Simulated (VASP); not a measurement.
An input for Ansatz (written as the equivalent of a VASP run, and not itself run):

Ansatz 0.2 input:
```yaml
crystal:
  lattice:
    - [2.9774450, 0.0000000, 0.0000000]
    - [0.0000000, 3.0132180, 0.0000000]
    - [0.0000000, 0.0000000, 3.0479160]
  atoms:
    - { symbol: Al, position: [0.5000000, 0.5000000, 0.5000000] }
    - { symbol: Ru, position: [0.0254500, 0.0000000, 0.0000000] }
kpoints:
  mp_grid: { grid: [11, 11, 11] }
hamiltonian:
  xc: pbe
  pseudopotentials: { kind: paw }
scf:
  occupations: { method: methfessel_paxton, width: 0.1 }
  max_iter: 100
output: { forces: true, stress: true, eigenvalues: true }
```

Problem. Translate this input to VASP (INCAR, KPOINTS, POSCAR, choice of POTCAR).

Solution. Several could match; the one computed here: 
POSCAR:
```
RuAl
1
    2.9774450000     0.0000000000     0.0000000000
    0.0000000000     3.0132180000     0.0000000000
    0.0000000000     0.0000000000     3.0479160000
Al Ru
1 1
Direct
  0.5000000000   0.5000000000   0.5000000000
  0.0254500000   0.0000000000   0.0000000000
```

INCAR:
```
SYSTEM = RuAl
PREC = Accurate; ENCUT = 400; LREAL = .False.
LASPH = .True.
EDIFF = 1E-6; NELM = 100; ALGO = Normal
IMIX = 1; AMIX = 0.6; BMIX = 3.0
LMAXMIX = 4
ISMEAR = 1; SIGMA = 0.1
GGA = PE
ISIF = 2
LWAVE = .False.; LCHARG = .False.
```

**KPOINTS**
```
Automatic mesh
0
Gamma
11 11 11
0 0 0
```

POTCAR, in this order: Al Ru_pv (PBE.64 set). Program: vasp_std.

The two are equivalent in intent, not identical: each code has its own PAW files, so the cut-off isn't converted (ENCUT is set for VASP's; basis.ecutwfc is left out, and Ansatz then takes the one that its files recommend); Ansatz stops its SCF on the density residual and VASP on the energy change (EDIFF).

The compound is RuAl in the CsCl type structure. The cell was not relaxed at this level, atoms are displaced from their ideal sites. The run is one of a series of settings (AMIX = 0.6, BMIX = 3.0, IMIX = 1 against the base run), some of them coarse on purpose.
